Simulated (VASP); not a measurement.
Data:

```xyz
54
Lattice="13.9887 0.0000 0.0000 -6.9943 12.1145 0.0000 0.0000 0.0000 15.2001" Properties=species:S:1:pos:R:3 pbc="T T T"
Pb     0.0000     0.0000     0.0000
Pb     0.0000     0.0000     7.6000
Pb    -2.3314     4.0382     0.0000
Pb    -2.3314     4.0382     7.6000
Pb    -4.6629     8.0764     0.0000
Pb    -4.6629     8.0764     7.6000
Pb     4.6629     0.0000     0.0000
Pb     4.6629     0.0000     7.6000
Pb     2.3314     4.0382     0.0000
Pb     2.3314     4.0382     7.6000
Pb     0.0000     8.0764     0.0000
Pb     0.0000     8.0764     7.6000
Pb     9.3258     0.0000     0.0000
Pb     9.3258     0.0000     7.6000
Pb     6.9943     4.0382     0.0000
Pb     6.9943     4.0382     7.6000
Pb     4.6629     8.0764     0.0000
Pb     4.6629     8.0764     7.6000
I      2.3314     1.3461     5.7493
I      0.0000     2.6921     1.8507
I      2.3314     1.3461    13.3494
I      0.0000     2.6921     9.4507
I      0.0000     5.3842     5.7493
I     -2.3314     6.7303     1.8507
I      0.0000     5.3842    13.3494
I     -2.3314     6.7303     9.4507
I     -2.3314     9.4224     5.7493
I     -4.6629    10.7685     1.8507
I     -2.3314     9.4224    13.3494
I     -4.6629    10.7685     9.4507
I      6.9943     1.3461     5.7493
I      4.6629     2.6921     1.8507
I      6.9943     1.3461    13.3494
I      4.6629     2.6921     9.4507
I      4.6629     5.3842     5.7493
I      2.3314     6.7303     1.8507
I      4.6629     5.3842    13.3494
I      2.3314     6.7303     9.4507
I      2.3314     9.4224     5.7493
I      0.0000    10.7685     1.8507
I      2.3314     9.4224    13.3494
I      0.0000    10.7685     9.4507
I     11.6572     1.3461     5.7493
I      9.3258     2.6921     1.8507
I     11.6572     1.3461    13.3494
I      9.3258     2.6921     9.4507
I      9.3258     5.3842     5.7493
I      6.9943     6.7303     1.8507
I      9.3258     5.3842    13.3494
I      6.9943     6.7303     9.4507
I      6.9943     9.4224     5.7493
I      4.6629    10.7685     1.8507
I      6.9943     9.4224    13.3494
I      4.6629    10.7685     9.4507
```

Computed with PBE GGA, VASP's PBE PAW potentials (set 64) (plane waves; VASP). Run with PREC = Normal, LREAL = Auto, 400 eV cut-off, 1×1×1 Γ-centred mesh, Gaussian smearing of 0.050 eV, potentials Pb I.

The supercell is sampled at Γ alone, which is coarse: total energies, pressure and levels can be off, energies of defects by several tenths of an eV.

What does the run give for the energy per atom (σ→0)?

```json
{
 "energy per atom (σ→0)": "-2.878 eV/atom"
}
```

Only differences to runs with the same potentials and settings are physical.

The cell is a supercell, built from a database entry that may be metastable or hypothetical.
